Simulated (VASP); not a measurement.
A convergence study with VASP on Rb (bcc): one setting is varied, all else stays as given below, so the limit is that of these other settings. Each run relaxes cell and ions from the cell shown. The basis is that of the starting cell, so low cut-offs carry a Pulay error.

```
Rb
1.0
   -2.82500     2.82500     2.82500
    2.82500    -2.82500     2.82500
    2.82500     2.82500    -2.82500
Rb
1
Cartesian
  0.00000   0.00000   0.00000
```

Method: PBE GGA, VASP's PBE PAW potentials (set 64) (plane waves; VASP). The tightest run used: 700 eV cut-off, 8×8×8 Γ-centred mesh, first-order Methfessel-Paxton smearing of 0.10 eV, potentials Rb_sv.

| setting | relaxed volume (Å³/atom) | E (eV/atom) | plane waves |
|---|---|---|---|
| ENCUT = 150 | 74.779 | -1.0324 | 385 |
| ENCUT = 200 | 89.668 | -0.9284 | 603 |
| ENCUT = 250 | 88.700 | -0.9282 | 856 |
| ENCUT = 350 | 91.255 | -0.9290 | 1409 |
| ENCUT = 400 | 91.188 | -0.9290 | 1664 |

Task: These are the cheaper rows. Estimate the results at ENCUT = 700, and how far the last row shown lies from them.

Result: 
| quantity | tightest run | last row shown is off by |
|---|---|---|
| relaxed volume (Å³/atom) | 91.317 | -0.129 |
| E (eV/atom) | -0.9289 | -0.0001 |

Left out are rungs that failed or repeat a setting and relaxations that didn't move; long series are thinned to 24 rows.

The compound is Rb in the bcc structure.
